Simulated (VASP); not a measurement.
An input for Ansatz (written as the equivalent of a VASP run, and not itself run):

Ansatz 0.2 input:
```yaml
crystal:
  lattice:
    - [0.0000000, 1.9361132, 1.9361132]
    - [1.9361132, 0.0000000, 1.9361132]
    - [1.9361132, 1.9361132, 0.0000000]
  atoms:
    - { symbol: Ir, position: [0.0000000, 0.0000000, 0.0000000] }
kpoints:
  mp_grid: { grid: [16, 16, 16] }
hamiltonian:
  xc: pbe
  pseudopotentials: { kind: paw }
scf:
  occupations: { method: methfessel_paxton, width: 0.1 }
  max_iter: 100
relax:
  max_steps: 40
  f_tol: 0.01
  cell: { p_target: 2 }
output: { forces: true, stress: true, eigenvalues: true }
```

### Question
Translate this input to VASP (INCAR, KPOINTS, POSCAR, choice of POTCAR).

### Answer
Several could match; the one computed here: 
### KPOINTS
```
Automatic mesh
0
Gamma
16 16 16
0 0 0
```

INCAR:
```
! general
SYSTEM   =  Ir
PREC     =  Accurate
ENCUT    =  480
LREAL    =  .False.   ! projection in real space or not
LASPH    =  .True.   ! aspherical one-centre terms

! electronic loop
EDIFF    =  1E-7   ! SCF stop (eV)
NELM     =  100   ! most electronic steps
ALGO     =  Normal   ! blocked Davidson
LMAXMIX  =  6   ! l cut-off of mixed one-centre charges

! smearing
ISMEAR   =  1
SIGMA    =  0.1

! functional
GGA      =  PE

! ions
IBRION   =  2   ! conjugate gradients
NSW      =  40   ! most ionic steps
ISIF     =  3   ! ions, shape and volume
EDIFFG   =  -0.01   ! ionic stop
PSTRESS  =  20   ! kbar

! output
LWAVE    =  .False.
LCHARG   =  .False.
```

**POSCAR**
```
Ir
1
    0.0000000000     1.9361131713     1.9361131713
    1.9361131713     0.0000000000     1.9361131713
    1.9361131713     1.9361131713     0.0000000000
Ir
1
Direct
  0.0000000000   0.0000000000   0.0000000000
```

POTCAR, in this order: Ir (PBE.64 set). Program: vasp_std.

What does not carry over: each code has its own PAW files, so the cut-off isn't converted (ENCUT is set for VASP's; basis.ecutwfc is left out, and Ansatz then takes the one that its files recommend); Ansatz stops its SCF on the density residual and VASP on the energy change (EDIFF).

The compound is Ir in the fcc structure. This run relaxes it under an external pressure of 2 GPa. Symmetry was kept, so distortions that lower it aren't found.
